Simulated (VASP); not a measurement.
A convergence study with VASP on NaF (space group no. 225 when undisturbed): one setting is varied, all else stays as given below, so the limit is that of these other settings. One atom is moved off its site, so that forces are finite.

```
CELL_PARAMETERS angstrom
      0.00000     2.32194     2.32194
      2.32194     0.00000     2.32194
      2.32194     2.32194     0.00000
ATOMIC_POSITIONS crystal
  Na 0.01077 0.01077 0.98923
  F  0.50000 0.50000 0.50000
```

Computed with PBE GGA, VASP's PBE PAW potentials (set 64) (plane waves; VASP). The tightest run used: 400 eV cut-off, 17×17×17 Γ-centred mesh, Fermi-Dirac smearing of 0.010 eV, potentials Na_pv F.

Gaps are read on the run's mesh, which can miss a band edge.

Q: The settings run are 2×2×2 mesh; 3×3×3 mesh; 4×4×4 mesh; 5×5×5 mesh; 6×6×6 mesh; 7×7×7 mesh; 8×8×8 mesh; 10×10×10 mesh; 11×11×11 mesh; 12×12×12 mesh; 13×13×13 mesh; 14×14×14 mesh; 16×16×16 mesh; 17×17×17 mesh. From which on does the stress (every component) stay within 0.1 GPa of the tightest run?

A: From 4×4×4 mesh on: it is off by 0.02 there and by no more than 0.1 in any finer run, while 3×3×3 mesh is off by 0.32.
```csv
setting,E (eV/atom),pressure (GPa),gap on the mesh (eV),irreducible k-points,difference judged (GPa)
2×2×2 mesh,-4.2391,-3.54,6.180,4,2.02
3×3×3 mesh,-4.2921,-5.23,6.274,6,0.32
4×4×4 mesh,-4.2914,-5.54,6.282,13,0.02
5×5×5 mesh,-4.2922,-5.50,6.282,18,0.06
6×6×6 mesh,-4.2914,-5.56,6.283,30,0.00
7×7×7 mesh,-4.2913,-5.57,6.283,40,0.01
8×8×8 mesh,-4.2919,-5.53,6.282,59,0.03
10×10×10 mesh,-4.2918,-5.53,6.283,102,0.02
11×11×11 mesh,-4.2917,-5.54,6.282,126,0.02
12×12×12 mesh,-4.2911,-5.59,6.283,163,0.03
13×13×13 mesh,-4.2918,-5.53,6.282,196,0.03
14×14×14 mesh,-4.2915,-5.56,6.283,244,0.00
16×16×16 mesh,-4.2917,-5.54,6.283,349,0.02
17×17×17 mesh,-4.2915,-5.56,6.283,405,0.00
```

Left out are rungs that failed or repeat a setting and relaxations that didn't move; long series are thinned to 24 rows.

The structure is a typed NaF crystal (space group no. 225). The cell was not relaxed at this level, it is distorted from the ideal structure.
